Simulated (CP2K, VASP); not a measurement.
This is a calculation of HfRu3 for VASP 6.6.1. The cell comes from a database or a generator and needn't be the stable form of this composition.

Contents of INCAR:

```
ALGO = Fast
EDIFF = 1E-6
ENCUT = 520
GGA = PE
ISIF = 2
ISMEAR = 0
LASPH = T
LCHARG = F
LREAL = F
LWAVE = F
NBANDS = 34
NELM = 80
PREC = Accurate
SIGMA = 0.02
```

File KPOINTS:

```
k-points
0
Gamma
  7 7 7
```

File POSCAR:

```
HfRu3
3.9558
    0.999993174579      0.000000000000      0.000000000000
    0.000000000000      0.999993174579      0.000000000000
    0.000000000000      0.000000000000      0.999993174579
Hf Ru
1 3
Direct
    0.0000000000      0.0000000000      0.0000000000
    0.0000000000      0.5000000000      0.5000000000
    0.5000000000      0.0000000000      0.5000000000
    0.5000000000      0.5000000000      0.0000000000
```

Potentials or basis: VASP PAW PBE potentials, release 64 (Hf_pv, Ru_pv).

Run with:

```sh
$ cat potpaw_PBE.64/Hf_pv/POTCAR potpaw_PBE.64/Ru_pv/POTCAR > POTCAR
$ mpirun -np 1 vasp_std > vasp.out
```

Translate it to CP2K 2026.2. Potentials or basis there: POTENTIAL_UZH Hf GTH-PBE-q12, Ru GTH-PBE-q16; TZVP-MOLOPT-PBE-GTH basis.

As run (cutoffs and basis follow the program's own potentials, and thresholds, step limits or extra output files can differ):

Contents of hfru3_scf.inp:

```
&GLOBAL
  PROJECT hfru3_scf
  RUN_TYPE ENERGY_FORCE
  PRINT_LEVEL LOW
&END GLOBAL
&FORCE_EVAL
  METHOD QS
  STRESS_TENSOR ANALYTICAL
  &DFT
    BASIS_SET_FILE_NAME BASIS_MOLOPT_UZH
    POTENTIAL_FILE_NAME POTENTIAL_UZH
    &MGRID
      CUTOFF 450
      REL_CUTOFF 60
      NGRIDS 5
    &END MGRID
    &QS
      METHOD GPW
      EPS_DEFAULT 1.0E-10
    &END QS
    &KPOINTS
      SCHEME MONKHORST-PACK 7 7 7
      GAMMA_CENTERED T
      SYMMETRY T
      SYMMETRY_BACKEND SPGLIB
    &END KPOINTS
    &SCF
      SCF_GUESS ATOMIC
      EPS_SCF 1.0E-6
      MAX_SCF 100
      ADDED_MOS 26
      CHOLESKY OFF
      EPS_EIGVAL 1.0E-7
      &DIAGONALIZATION ON
        ALGORITHM STANDARD
      &END DIAGONALIZATION
      &MIXING ON
        METHOD BROYDEN_MIXING
        ALPHA 0.4
        BETA 1.5
        NBUFFER 8
      &END MIXING
      &SMEAR ON
        METHOD GAUSSIAN
        SIGMA [eV] 0.02
      &END SMEAR
    &END SCF
    &XC
      &XC_FUNCTIONAL
        &GGA_X_PBE
        &END GGA_X_PBE
        &GGA_C_PBE
        &END GGA_C_PBE
      &END XC_FUNCTIONAL
    &END XC
    &PRINT
      &KPOINTS ON
      &END KPOINTS
      &MULLIKEN ON
      &END MULLIKEN
      &MO ON
        ENERGIES T
        OCCUPATION_NUMBERS T
        &EACH
          QS_SCF 0
        &END EACH
        ADD_LAST NUMERIC
      &END MO
    &END PRINT
  &END DFT
  &SUBSYS
    &CELL
      A 3.9557730000 0.0000000000 0.0000000000
      B 0.0000000000 3.9557730000 0.0000000000
      C 0.0000000000 0.0000000000 3.9557730000
      PERIODIC XYZ
    &END CELL
    &COORD
      SCALED
      Hf  0.0000000000 0.0000000000 0.0000000000
      Ru  0.0000000000 0.5000000000 0.5000000000
      Ru  0.5000000000 0.0000000000 0.5000000000
      Ru  0.5000000000 0.5000000000 0.0000000000
    &END COORD
    &KIND Hf
      BASIS_SET TZVP-MOLOPT-PBE-GTH-q12
      POTENTIAL GTH-PBE-q12
    &END KIND
    &KIND Ru
      BASIS_SET TZVP-MOLOPT-PBE-GTH-q16
      POTENTIAL GTH-PBE-q16
    &END KIND
    &PRINT
      &ATOMIC_COORDINATES ON
      &END ATOMIC_COORDINATES
      &CELL ON
      &END CELL
    &END PRINT
  &END SUBSYS
  &PRINT
    &FORCES ON
    &END FORCES
    &STRESS_TENSOR ON
    &END STRESS_TENSOR
  &END PRINT
&END FORCE_EVAL
```

Potentials or basis: POTENTIAL_UZH Hf GTH-PBE-q12, Ru GTH-PBE-q16; TZVP-MOLOPT-PBE-GTH basis.

Launch:

```bash
$ OMP_NUM_THREADS=1 cp2k.psmp -i hfru3_scf.inp -o hfru3_scf.out
```

Both were run:

|  | VASP | CP2K |
| --- | --- | --- |
| Pressure | -2.0 GPa | -0.8 GPa |

The potentials hold 52 and 60 valence electrons a cell.

Pressure is positive in compression.
